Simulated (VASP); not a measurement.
Calculation: PBEsol GGA, VASP's PBE PAW potentials (set 64) (plane waves; VASP).

VASP ran on this input.

File POSCAR:
```
BBi
1.0
  3.6322920215   0.0000000000   0.0000000000
 -1.8161460107   3.1456568677   0.0000000000
  0.0000000000   0.0000000000   5.9918458949
B Bi
2 2
direct
  0.3333330000   0.6666670000   0.0007284858
  0.6666670000   0.3333330000   0.5007284858
  0.3333330000   0.6666670000   0.3742715142
  0.6666670000   0.3333330000   0.8742715142
```

File KPOINTS:
```
kpoints
0
gamma
 7 7 4
```

INCAR:
```
SYSTEM = BBi
PREC = Accurate
ENCUT = 620
EDIFF = 1E-6
NELM = 100
ALGO = Normal
LREAL = .FALSE.
LASPH = .TRUE.
ISMEAR = 0
SIGMA = 0.05
GGA = PS
LMAXMIX = 4
LWAVE = .FALSE.
LCHARG = .FALSE.
IBRION = 2
ISIF = 3
NSW = 40
EDIFFG = -0.02
PSTRESS = 200
```

POTCAR, in this order: B Bi_d (PBE.64 set). Program: vasp_std.

Output of the run:

**OSZICAR**
```
       N       E                     dE             d eps       ncg     rms          rms(c)
DAV:   1     0.381522779715E+03    0.38152E+03   -0.21340E+04  1056   0.231E+03
DAV:   2     0.141712872057E+02   -0.36735E+03   -0.36119E+03  1080   0.541E+02
DAV:   3    -0.197957263648E+02   -0.33967E+02   -0.33721E+02  1308   0.175E+02
DAV:   4    -0.208738778909E+02   -0.10782E+01   -0.10762E+01  1258   0.332E+01
DAV:   5    -0.209210308081E+02   -0.47153E-01   -0.47147E-01  1588   0.625E+00    0.653E+00
DAV:   6    -0.189644615062E+02    0.19566E+01   -0.53410E+00  1390   0.152E+01    0.250E+00
DAV:   7    -0.188475676637E+02    0.11689E+00   -0.79704E-01  1274   0.445E+00    0.117E+00
DAV:   8    -0.188322554512E+02    0.15312E-01   -0.84949E-02  1408   0.301E+00    0.197E-01
DAV:   9    -0.188306829328E+02    0.15725E-02   -0.91265E-03  1498   0.986E-01    0.790E-02
DAV:  10    -0.188307734796E+02   -0.90547E-04   -0.10213E-03  1456   0.312E-01    0.330E-02
DAV:  11    -0.188307746389E+02   -0.11593E-05   -0.20537E-04  1470   0.157E-01    0.780E-03
DAV:  12    -0.188307728423E+02    0.17966E-05   -0.11521E-05  1052   0.226E-02    0.214E-03
DAV:  13    -0.188307729445E+02   -0.10222E-06   -0.89808E-07   858   0.752E-03
   1 F= -.10284591E+02 E0= -.10284591E+02  d E =-.102846E+02
       N       E                     dE             d eps       ncg     rms          rms(c)
DAV:   1    -0.188108264611E+02    0.19946E-01   -0.85721E-02  1328   0.458E+00    0.280E-01
DAV:   2    -0.188084325320E+02    0.23939E-02   -0.56945E-03  1320   0.129E+00    0.125E-01
DAV:   3    -0.188078487011E+02    0.58383E-03   -0.21852E-03  1440   0.762E-01    0.200E-02
DAV:   4    -0.188078577441E+02   -0.90430E-05   -0.20662E-04  1274   0.154E-01    0.818E-03
DAV:   5    -0.188078595328E+02   -0.17887E-05   -0.16403E-05  1534   0.516E-02    0.540E-03
DAV:   6    -0.188078607427E+02   -0.12099E-05   -0.19267E-06   720   0.142E-02    0.929E-04
DAV:   7    -0.188078608867E+02   -0.14403E-06   -0.43317E-07   618   0.767E-03
   2 F= -.10284575E+02 E0= -.10284575E+02  d E =0.152406E-04
       N       E                     dE             d eps       ncg     rms          rms(c)
DAV:   1    -0.188200787646E+02   -0.12218E-01   -0.21212E-02  1328   0.229E+00    0.139E-01
DAV:   2    -0.188194946533E+02    0.58411E-03   -0.13998E-03  1308   0.638E-01    0.619E-02
DAV:   3    -0.188193484541E+02    0.14620E-03   -0.54333E-04  1456   0.379E-01    0.997E-03
DAV:   4    -0.188193468063E+02    0.16478E-05   -0.49683E-05  1262   0.769E-02    0.404E-03
DAV:   5    -0.188193462387E+02    0.56759E-06   -0.37271E-06   950   0.273E-02
   3 F= -.10284691E+02 E0= -.10284691E+02  d E =-.100558E-03
```

**OUTCAR**
```
------------------------ aborting loop because EDIFF is reached ----------------------------------------
  FORCE on cell =-STRESS in cart. coord.  units (eV):
  Direction    XX          YY          ZZ          XY          YZ          ZX
  --------------------------------------------------------------------------------------
  Total        8.5677355      8.5677337      8.5683708      0.0000000      0.0000000      0.0000000
  in kB      200.7752038    200.7751620    200.7900909      0.0000000      0.0000000      0.0000000
  external PRESSURE =       0.7801522 kB  Pullay stress =     200.0000000 kB
  volume of cell :       68.37
      direct lattice vectors                 reciprocal lattice vectors
     3.629783966  0.000000000  0.000000000     0.275498490  0.159059144  0.000000000
    -1.814891983  3.143484798  0.000000000    -0.000000000  0.318118287  0.000000000
     0.000000000  0.000000000  5.992036036     0.000000000  0.000000000  0.166888182
 POSITION                                       TOTAL-FORCE (eV/Angst)
 -----------------------------------------------------------------------------------
     -0.00000      2.09566      0.00432         0.000000     -0.000000      0.011142
      1.81489      1.04783      3.00034        -0.000000      0.000000      0.011142
     -0.00000      2.09566      2.24270         0.000000     -0.000000     -0.011142
      1.81489      1.04783      5.23871         0.000000      0.000000     -0.011142
 -----------------------------------------------------------------------------------
    total drift:                               -0.001543      0.000891      0.000398
  FREE ENERGIE OF THE ION-ELECTRON SYSTEM (eV)
  ---------------------------------------------------
  free  energy   TOTEN  =       -18.8193462387 eV

  energy  without entropy=      -18.8193462387  energy(sigma->0) =      -18.81934624
  enthalpy is  TOTEN    =       -10.2846912008 eV   P V=        8.5346550380

 reached required accuracy - stopping structural energy minimisation
```
(Selected blocks of OUTCAR.)

### CONTCAR
```
BBi
   1.00000000000000
     3.6297839658722353    0.0000000000029551    0.0000000000000000
    -1.8148919828835930    3.1434847976242879    0.0000000000000000
     0.0000000000000000    0.0000000000000000    5.9920360362132730
  B               Bi
     2     2
Direct
     0.3333330000000032    0.6666669999999968    0.0007206511014671
     0.6666669999999968    0.3333330000000032    0.5007206511014671
     0.3333330000000032    0.6666669999999968    0.3742793488985329
     0.6666669999999968    0.3333330000000032    0.8742793488985329
```

**OUTCAR**
```
 val. band max:        9.6572936079   @ k =   0.0000   0.0000   0.0000

 cond. band min:      10.1675830578   @ k =   0.4286   0.0000   0.0000


 Fermi energy:         9.9420524231

 k-point     1 :       0.0000    0.0000    0.0000
  band No.  band energies     occupation
      1     -14.0562      2.00000
      2     -14.0491      2.00000
      3     -14.0351      2.00000
      4     -14.0351      2.00000
      5     -14.0098      2.00000
      6     -14.0098      2.00000
      7     -13.9117      2.00000
      8     -13.9117      2.00000
      9     -13.8422      2.00000
     10     -13.8422      2.00000
     11      -6.3580      2.00000
     12      -3.6510      2.00000
     13       0.5056      2.00000
     14       7.5487      2.00000
     15       7.5488      2.00000
     16       9.3227      2.00000
     17       9.6572      2.00000
     18       9.6573      2.00000
     19      10.3810      0.00000
     20      11.3988      0.00000
     21      12.3822      0.00000
     22      12.3822      0.00000

 k-point     2 :       0.1429   -0.0000    0.0000
  band No.  band energies     occupation
      1     -14.0617      2.00000
      2     -14.0425      2.00000
      3     -14.0320      2.00000
      4     -14.0181      2.00000
      5     -13.9918      2.00000
      6     -13.9869      2.00000
      7     -13.9192      2.00000
      8     -13.9101      2.00000
      9     -13.8547      2.00000
     10     -13.8392      2.00000
     11      -6.0690      2.00000
     12      -3.4142      2.00000
     13       0.7493      2.00000
     14       5.6629      2.00000
     15       6.9381      2.00000
     16       7.8107      2.00000
     17       8.7812      2.00000
     18       9.1382      2.00000
     19      10.9516      0.00000
     20      11.8016      0.00000
     21      12.4569      0.00000
     22      13.0348      0.00000

 k-point     3 :       0.2857   -0.0000    0.0000
  band No.  band energies     occupation
      1     -14.0887      2.00000
...
```

Unless said otherwise, spin-orbit coupling is left out, though it shifts the bands of the heavy elements here.

The structure was generated: BBi was put into the wurtzite type (P6_3mc), which need not be its known phase. This run relaxes it under an external pressure of 20 GPa. Symmetry was kept, so distortions that lower it aren't found.
